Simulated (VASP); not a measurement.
Here is a VASP 6.6.1 calculation.

Contents of INCAR:

```
SYSTEM = Pt
  ALGO = Normal
  DIPOL = 0.5 0.5 0.500
  EDIFF = 1E-6
  ENCUT = 520
  ICORELEVEL = 1
  IDIPOL = 3
  ISIF = 2
  ISMEAR = 1
  KPAR = 4
  LASPH = .TRUE.
  LCHARG = .FALSE.
  LDIPOL = .TRUE.
  LREAL = .FALSE.
  LVACPOTAV = .TRUE.
  LVHAR = .TRUE.
  LWAVE = .FALSE.
  NBANDS = 44
  NELM = 80
  PREC = Accurate
  SIGMA = 0.1
```

Contents of KPOINTS:

```
k-points
0
G
  14 14 1
  0 0 0
```

File POSCAR:

```
Pt
1.0
    2.7554452200      0.0000000000      0.0000000000
    0.0000000000      2.7554452200      0.0000000000
    0.0000000000      0.0000000000     26.6903640000
Pt
7
Direct
    0.5000000000      0.5000000000      0.2810002900
    0.0000000000      0.0000000000      0.3540001900
    0.5000000000      0.5000000000      0.4270001000
    0.0000000000      0.0000000000      0.5000000000
    0.5000000000      0.5000000000      0.5729999000
    0.0000000000      0.0000000000      0.6459998100
    0.5000000000      0.5000000000      0.7189997100
```

Potentials or basis: VASP PAW LDA potentials, release 64 (Pt).

Launch:

```console
$ cat potpaw_LDA.64/Pt/POTCAR > POTCAR
$ mpirun -np 4 vasp_std > vasp.out
```

(1) Estimate the work function of the lower face.

(2) What does it give for the work function of the upper face?

Results:

(1) 6.10 eV.

(2) 6.10 eV.
